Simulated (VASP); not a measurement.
VASP input:

INCAR:
```
SYSTEM = Sr
PREC = Accurate; ENCUT = 500; LREAL = .False.
LASPH = .True.
EDIFF = 1E-6; NELM = 100; ALGO = Normal
LMAXMIX = 4
ISMEAR = 0; SIGMA = 0.05
IBRION = 2; NSW = 40; ISIF = 3
EDIFFG = -0.02
LWAVE = .False.; LCHARG = .False.
```

**KPOINTS**
```
Regular mesh
0
Gamma
  8 8 8
0 0 0
```

POSCAR:
```
Sr
1.0
  0.0000000000   2.8910951363   2.8910951363
  2.8910951363   0.0000000000   2.8910951363
  2.8910951363   2.8910951363   0.0000000000
Sr
1
direct
  0.0000000000   0.0000000000   0.0000000000
```

POTCAR, in this order: Sr_sv (LDA.64 set). Program: vasp_std.

Problem. Translate this LDA calculation to Ansatz.

Solution. One equivalent input (not run):
Ansatz 0.2 input:
```yaml
crystal:
  lattice:
    - [0.0000000, 2.8910951, 2.8910951]
    - [2.8910951, 0.0000000, 2.8910951]
    - [2.8910951, 2.8910951, 0.0000000]
  atoms:
    - { symbol: Sr, position: [0.0000000, 0.0000000, 0.0000000] }
kpoints:
  mp_grid: { grid: [8, 8, 8] }
hamiltonian:
  xc: lda
  pseudopotentials: { kind: paw }
scf:
  occupations: { method: gaussian, width: 0.05 }
  max_iter: 100
relax:
  max_steps: 40
  f_tol: 0.02
  cell: {}
output: { forces: true, stress: true, eigenvalues: true }
```
Limits of the translation: each code has its own PAW files, so the cut-off isn't converted (ENCUT is set for VASP's; basis.ecutwfc is left out, and Ansatz then takes the one that its files recommend); Ansatz stops its SCF on the density residual and VASP on the energy change (EDIFF); Ansatz's lda is the Perdew-Wang form, while the LDA potentials of VASP carry Perdew-Zunger's.

The compound is Sr in the fcc structure. It was relaxed first, which changed the volume by -14 %.
